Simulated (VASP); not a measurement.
Given:

```
CELL_PARAMETERS angstrom
      0.00000     2.06246     2.06246
      2.06246     0.00000     2.06246
      2.06246     2.06246     0.00000
ATOMIC_POSITIONS crystal
  V  0.00000 0.00000 0.00000
  N  0.50000 0.50000 0.50000
```

Level of theory: PBE GGA, VASP's PBE PAW potentials (set 64) (plane waves; VASP). Numerical set-up: 400 eV cut-off, 9×9×9 Γ-centred mesh, first-order Methfessel-Paxton smearing of 0.050 eV, potentials V_sv N.

At this cut-off the stress carries a Pulay error, which pulls relaxed volumes low.

Task: What does the run give for the energy per atom (σ→0), pressure, band gap (on the k-mesh) with the smallest direct gap where there is one?

Result: 
- band gap (on the k-mesh) = none (metal, semimetal or under 0.01 eV)
- energy per atom (σ→0) = -9.644 eV/atom
- pressure = -6.46 GPa

Only differences to runs with the same potentials and settings are physical.

The structure comes from a computed database's VN entry; how it stands against other phases isn't given here. The cell was not relaxed at this level. The run is not spin-polarised, so no magnetic state was tried. VASP warned that the highest band is occupied, so more bands are needed.
